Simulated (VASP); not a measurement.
```xyz
2
Lattice="0.0000 3.2298 3.2298 3.2298 0.0000 3.2298 3.2298 3.2298 0.0000" Properties=species:S:1:pos:R:3 pbc="T T T"
Ag     3.2298     3.2298     0.0000
I      1.6149     1.6149     1.6149
```

Computed with optB86b-vdW, VASP's PBE PAW potentials (set 64) (plane waves; VASP). Numerical set-up: 520 eV cut-off, 7×7×7 Γ-centred mesh, Gaussian smearing of 0.050 eV, potentials Ag I.

Unless said otherwise, spin-orbit coupling is left out, though it shifts the bands of the heavy elements here.

Predict the energy per atom (σ→0), pressure, band gap (on the k-mesh) with the smallest direct gap where there is one.

```yaml
band gap (on the k-mesh): 1.23 eV
smallest direct gap (on the k-mesh): 1.23 eV
energy per atom (σ→0): 126 meV/atom
pressure: 1.02 GPa
```

Total energies compare only between runs with the same potentials, cut-off and functional.

The compound is AgI in the zinc blende structure, whereas wurtzite is the usual form. This cell is one point of a volume scan, at 0.97 of the reference volume.
